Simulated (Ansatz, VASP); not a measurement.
# Ge (Germanium): VASP beside Ansatz, part 2 of 2

One calculation is typed for both programs; each brings its own data sets. How far apart do they land? The cell is taken from a series of runs on this material, whose earlier steps may have relaxed, scaled, displaced or heated it; both programs get it as it stands.

VASP 6.6.1 and Ansatz 0.2.0.

So far: The starting structure; VASP: zone-centre phonons, LDA.

### Step 2. VASP: zone-centre phonons, LDA (continued)

Level of this step: LDA; plane waves and PAW (Ge_d) (VASP).

Numbers of over 12 decimals in the logs are rounded to 6 here.

OUTCAR, selected parts (step 2):

```text
ion  position               nearest neighbor table
   1  0.500  0.500  0.500-   2 2.43   2 2.43   2 2.43   2 2.43
   2  0.750  0.750  0.750-   1 2.43   1 2.43   1 2.43   1 2.43

  LATTYP: Found a body centered tetragonal cell.
 ALAT       =     3.9862566123
 C/A-ratio  =     1.3961144583

 Subroutine GETGRP returns: Found  4 space group operations
 (whereof  2 operations were pure point group operations)

The static configuration has the point symmetry C_1h.
 The point group associated with its full space group is C_2h.

   k-points           NKPTS =   1728   k-points in BZ     NKDIM =   1728   number of bands    NBANDS=     20

   dimension x,y,z NGX =    30 NGY =   30 NGZ =   30
   dimension x,y,z NGXF=    60 NGYF=   60 NGZF=   60

   ENCUT  =  500.0 eV  36.75 Ry    6.06 a.u.   7.22  7.22  7.27*2*pi/ulx,y,z

   NELECT =      28.0000    total number of electrons

 k-points in reciprocal lattice and weights: Points of the shifted mesh
   0.04166667  0.04166667  0.04166667       0.001
   0.04166667  0.04166667  0.12500000       0.001
   0.04166667  0.04166667  0.20833333       0.001
   0.04166667  0.04166667  0.29166667       0.001
   0.04166667  0.04166667  0.37500000       0.001
   0.04166667  0.04166667  0.45833333       0.001
   0.04166667  0.04166667  0.54166667       0.001
   0.04166667  0.04166667  0.62500000       0.001
   0.04166667  0.04166667  0.70833333       0.001
[...]
0.95833333  0.95833333  0.87500000       0.001
   0.95833333  0.95833333  0.95833333       0.001

 average (electrostatic) potential at core
       1 -75.2103       2 -75.2103

  Total        0.0096118      0.0096118      0.2742973     -0.0018679     -0.0022749     -0.0022749
  in kB        0.3482786      0.3482786      9.9390607     -0.0676831     -0.0824291     -0.0824290
  external PRESSURE =       3.5452060 kB  Pullay stress =       0.0000000 kB

  energy-cutoff  :      500.00
  volume of cell :       44.22
      direct lattice vectors                 reciprocal lattice vectors
     0.000000000  2.818709082  2.782635245    -0.177386167  0.177386167  0.179685786
     2.818709082  0.000000000  2.782635245     0.177386167 -0.177386167  0.179685786
     2.818709082  2.818709082  0.000000000     0.177386167  0.177386167 -0.179685786

 POSITION                                       TOTAL-FORCE (eV/Angst)
 -----------------------------------------------------------------------------------
      2.81856      2.81856      2.78251         0.000221      0.000221      0.000162
      4.22821      4.22821      4.17407        -0.000221     -0.000221     -0.000162
 -----------------------------------------------------------------------------------
    total drift:                               -0.000000     -0.000000      0.000000

 Eigenvectors and eigenvalues of the dynamical matrix
 ----------------------------------------------------

   1 f  =    8.912208 THz    55.997053 2PiTHz  297.279254 cm-1    36.857913 meV
             X         Y         Z           dx          dy          dz
      2.818559  2.818559  2.782513    -0.499698   -0.499698    0.024592
      4.228213  4.228213  4.174075     0.499698    0.499698   -0.024592

   2 f  =    8.910957 THz    55.989196 2PiTHz  297.237541 cm-1    36.852742 meV
             X         Y         Z           dx          dy          dz
      2.818559  2.818559  2.782513     0.500000   -0.500000   -0.000000
      4.228213  4.228213  4.174075    -0.500000    0.500000   -0.000000

   3 f  =    8.887805 THz    55.843728 2PiTHz  296.465278 cm-1    36.756993 meV
             X         Y         Z           dx          dy          dz
      2.818559  2.818559  2.782513    -0.017389   -0.017389   -0.706679
      4.228213  4.228213  4.174075     0.017389    0.017389    0.706679

   4 f  =    0.000000 THz     0.000001 2PiTHz    0.000003 cm-1     0.000000 meV
             X         Y         Z           dx          dy          dz
      2.818559  2.818559  2.782513     0.497020   -0.498800   -0.064571
      4.228213  4.228213  4.174075     0.497020   -0.498800   -0.064571

   5 f/i=    0.000000 THz     0.000001 2PiTHz    0.000003 cm-1     0.000000 meV
             X         Y         Z           dx          dy          dz
      2.818559  2.818559  2.782513    -0.502002   -0.486360   -0.106993
      4.228213  4.228213  4.174075    -0.502002   -0.486360   -0.106993

   6 f/i=    0.000000 THz     0.000001 2PiTHz    0.000006 cm-1     0.000001 meV
             X         Y         Z           dx          dy          dz
      2.818559  2.818559  2.782513    -0.031061   -0.121046    0.695976
      4.228213  4.228213  4.174075    -0.031061   -0.121046    0.695976

 ELASTIC MODULI CONTR FROM IONIC RELAXATION (kBar)
 Direction    XX          YY          ZZ          XY          YZ          ZX
 --------------------------------------------------------------------------------
 XX          -0.0137     -0.0079     -0.0069      0.2817      1.7850      0.4248
 YY          -0.0079     -0.0137     -0.0069      0.0833      0.6841      1.7244
 ZZ          -0.0069     -0.0069     -0.0153      1.7881      0.5099      0.7043
 XY           0.2817      0.0833      1.7881   -262.8825      2.5395      1.1510
 YZ           1.7850      0.6841      0.5099      2.5395   -253.2941      1.8995
 ZX           0.4248      1.7244      0.7043      1.1510      1.8995   -253.5445
 --------------------------------------------------------------------------------
```

### Step 3. Ansatz: zone-centre phonons, LDA

Ansatz runs on its PAW soft_1 files.

The same cell, functional (in two slightly different forms), mesh and smearing now go to Ansatz, which takes its cutoff from its data sets.

Input file input.yaml:

```yaml
crystal:
  lattice:
    - [0.0, 2.8187090821, 2.7826352455]
    - [2.8187090821, 0.0, 2.7826352455]
    - [2.8187090821, 2.8187090821, 0.0]
  atoms:
    - { symbol: Ge, position: [0.499978099, 0.499978099, 0.499968806] }
    - { symbol: Ge, position: [0.750021901, 0.750021901, 0.750031194] }
kpoints:
  mp_grid: { grid: [12, 12, 12], shift: [0.5, 0.5, 0.5] }
hamiltonian:
  xc: lda
  pseudopotentials: { kind: paw, azcp: { folder: soft_1 }, xc_functional: pbe }
scf:
  occupations: { method: gaussian, width: 0.015 }
output:
  eigenvalues: true
phonons:
  method: dfpt
```

Command:

```sh
ansatz run input.yaml --threads 4 --pin off --max-ram 10240MiB --backend cpu --events-out ev --progress --plain --runs-dir out
```

Output:

```text
Engine: ansatz 0.2.0, x86_64-unknown-linux-gnu
Pseudopotentials: kind: paw
Pseudopotential: Ge, paw, valence charge 14, recommended cutoff 420 eV (normal), soft_1/Ge.paw.azcp
Functional definition: SPW92
  exchange = slater_x
  correlation = pw_c
Crystal: 2 atoms, lattice volume = 44.217 Å³
Basis set: ecut = 420 eV, 877 PW (Γ), exchange–correlation on 64×64×64 points (8 copies of the dense FFT grid, shifted against one another)
Bands: 18, of which v1, the nominal top of the filled ones, is band 14 counted from 1 (13 counted from 0)
Symmetry: 4 space group operations
k-points: 864 of 1728 (irreducible under 1 space group operation, time reversal used)
Non-local potential: Ge, projectors of the file, l = 0: 2, l = 1: 2, l = 2: 3, l = 3: 1
PAW form: soft (Blöchl's): semilocal exchange-correlation on the pseudo side does not see the compensation charge
PAW frozen core: Ge, regenerated for the run's functional, and the local potential with it (the file was generated under x = pbe(κ = 0.804, μ = 0.219515), c = pbe(β = 0.066725))
PAW one-centre angular grid: Ge, 590 points (default); XC on 64 Gauss nodes
Initial density: superposition of atomic densities (chi_scale 0.1, normalization cell)
Initial wavefunctions: pseudopotential atomic-orbital guess
Functional: x = slater, c = lda
SCF iter   1: F=—  HF=-8431.592017 eV  |F-HF|=—  |Δ(HF+E_count)|=         —  Δρ=3.56e-2  dr2=5.13e-1  ethr=3.10e-3  ⟨swp⟩=6.0  Hψ=72838  notcnv=0
preconditioner: auto → none  [insulator: Δε(μ)=0.283 eV  Ē_g=23.508 eV  σ=0.015 eV  W_gap=1.00  n_scr=14 (ndim 8)  ℏωp=29.5 eV  f_vac=0.000  D(μ)=0.00/eV (n_scr^D=0)  ε∞_Penn≈2.6]
SCF iter   2: F=—  HF=-8431.468956 eV  |F-HF|=—  |Δ(HF+E_count)|=   1.23e-1  Δρ=1.62e-2  dr2=8.41e-2  ethr=1.83e-3  ⟨swp⟩=2.0  Hψ=25919  notcnv=0
SCF iter   3: F=—  HF=-8431.453857 eV  |F-HF|=—  |Δ(HF+E_count)|=   1.51e-2  Δρ=2.36e-3  dr2=6.32e-4  ethr=3.00e-4  ⟨swp⟩=2.0  Hψ=22495  notcnv=0
SCF iter   4: F=—  HF=-8431.454004 eV  |F-HF|=—  |Δ(HF+E_count)|=   1.46e-4  Δρ=4.90e-4  dr2=8.97e-5  ethr=2.26e-6  ⟨swp⟩=2.0  Hψ=31085  notcnv=0
SCF iter   5: F=—  HF=-8431.453770 eV  |F-HF|=—  |Δ(HF+E_count)|=   2.34e-4  Δρ=5.63e-5  dr2=8.66e-7  ethr=3.20e-7  ⟨swp⟩=2.0  Hψ=30881  notcnv=0
SCF iter   6: F=—  HF=-8431.453766 eV  |F-HF|=—  |Δ(HF+E_count)|=   3.94e-6  Δρ=3.89e-5  dr2=3.33e-7  ethr=3.09e-9  ⟨swp⟩=2.0  Hψ=27648  notcnv=0
SCF iter   7: F=—  HF=-8431.453766 eV  |F-HF|=—  |Δ(HF+E_count)|=   3.06e-7  Δρ=4.69e-6  dr2=4.36e-9  ethr=1.19e-9  ⟨swp⟩=2.0  Hψ=25920  notcnv=0
SCF iter   8: F=-8431.453766 eV  HF=-8431.453766 eV  |F-HF|=3.64e-12  |Δ(HF+E_count)|=   4.41e-9  Δρ=1.25e-7  dr2=4.81e-12  ethr=1.00e-12  ⟨swp⟩=4.3  Hψ=83252  notcnv=0
SCF 1 converged in 8 iterations: F = -8431.453766 eV  dr2 = 4.81e-12
  greatest PAW one-centre occupation: 0.998 electrons in one spin orbital (limit 2), on the Ge atom at site 1 (counted from 0), in its partial waves of l = 2
DFPT response loops at Γ: preconditioner auto → none (the input reference at scf.mixing.eps_inf says where Resta's filter doesn't serve); β = 0.50; Broyden in place of MSR1
SCF converged after 8 iterations
Free energy (F): -8431.453766 eV
Harris-Foulkes:  -8431.453766 eV  (|F-HF|=3.64e-12)
Internal energy: -8431.453766 eV  (E = F + TS)
E sigma→0 (E₀):  -8431.453766 eV
Fermi energy:    8.603087 eV
--- Per-component energies (eV) ---
  E_band       = -303.615747
  E_kinetic    = 187.278686
  E_local      = -4477.120262  (includes V_loc(G=0)·N_el)
  E_nonlocal   = 442.169396
  E_hartree    = 2133.368910
  E_xc         = -143.251289
  E_vxc        = -131.803491  (∫ρ·V_xc dr)
  E_paw        = -3869.183829  (= ΣΔE_a)
  E_vpaw       = -590.878031  (= ΣTr[D̂ρ^β])
  E_aug_tail   = 0.000031  (compensation charges beyond the density's cutoff)
  E_ewald      = -2708.532063
  E_core_change = 3.816653  (= ΣΔE_core)
  E_smearing   = -0.000000  (= −TS)
  E_closure    = 0.000000  (closes the sum)
  Σ components = -8431.453766   (vs F -8431.453766, Δ=0.00e0)
--- Band table (eV; the first three rows and the last of 864) ---
  k-point 0: bands = [... 10 lower, -4.4286, 7.8012, 8.4635, 8.5305, 9.1722, 11.1080, 11.1671, 11.1857]
  k-point 1: bands = [... 10 lower, -4.3141, 6.5979, 8.0546, 8.3828, 9.7259, 11.2876, 11.3927, 11.8556]
  k-point 2: bands = [... 10 lower, -4.0306, 5.0171, 7.5958, 8.0476, 9.6420, 11.7080, 11.9878, 13.0245]
  k-point 863: bands = [... 10 lower, -2.2973, 0.8091, 6.8149, 7.0951, 8.9294, 12.1865, 12.3952, 15.6442]
--- Phonons (Γ-DFPT): 2 representative perturbations + reference, on 864 of 1728 k-points (Σ response iterations 6) ---
  k mesh reduced under 1 symmetry operation, with k and −k counted as one. Each operation leaves every solved perturbation unchanged. A smaller set is not used because it would not reduce the number of displacements times k-points to solve
  ASR residual: 7.908e-5 → 0.000e0 eV/Å²; symmetrization residual: 3.253e-6 eV/Å²
  ASR residual per site (eV/Å²): 7.91e-5 7.91e-5
  Γ frequencies (cm⁻¹): 0.00 0.00 0.00 294.71 295.44 295.51
  non-analytic LO–TO correction: not included (Born effective charges unavailable; polar crystals: no LO–TO splitting at Γ)
```

Reading the cycles: dr2 is the Hartree energy of the density residual (eV), the measure of convergence; HF is the Harris–Foulkes estimate of the energy, which meets the free energy F at convergence.

### Step 4. Comparison

Known differences besides the potentials themselves: the cutoff is 420 eV in Ansatz and 500 eV in VASP; VASP's log shows a relativistic correction to its local exchange, Ansatz's none. Total energies have different zeros and are not compared.

Both answers:

| quantity | Ansatz | VASP | difference |
| --- | --- | --- | --- |
| optical mode 1 (cm⁻¹) | 294.7 | 296.5 | -0.59 % |
| optical mode 2 to 3 (cm⁻¹) | 295.4 | 297.2 | -0.60 % |

Modes are paired by rising frequency, not by their patterns, so a pair may set unlike modes beside each other; they are those without the splitting of longitudinal modes.

### Step 5. What came out

```yaml
r_m_s_difference_of_the_optical_zone_centre_modes_each_program_s_sorted_by_frequency_zone_centre_phonons_lda: 1.8 cm⁻¹
difference_in_optical_mode_2_to_3_zone_centre_phonons_lda: -0.6 %
```

**Reading.** The r.m.s. difference of the optical zone-centre modes, each program's sorted by frequency is 1.8 cm⁻¹ (zone-centre phonons, LDA). Among the rows given in per cent, the largest difference of the zone-centre phonons, LDA pair is in optical mode 2 to 3, -0.6 %. How closely two codes agree says nothing of how well the functional describes the real material.

[Lines on the potential files, build, host, timing and source positions are cut from VASP's logs without a mark.]

[Logs are printed without paths, hosts, clocks, repeated set-up lines and the standing remarks that a program may print on its own settings, such as how far it seeks lower states.]

[Hosts, paths, dates, database ids (printed as entryN), source tags and the programs' standing remarks are cut or masked in the printed files.]
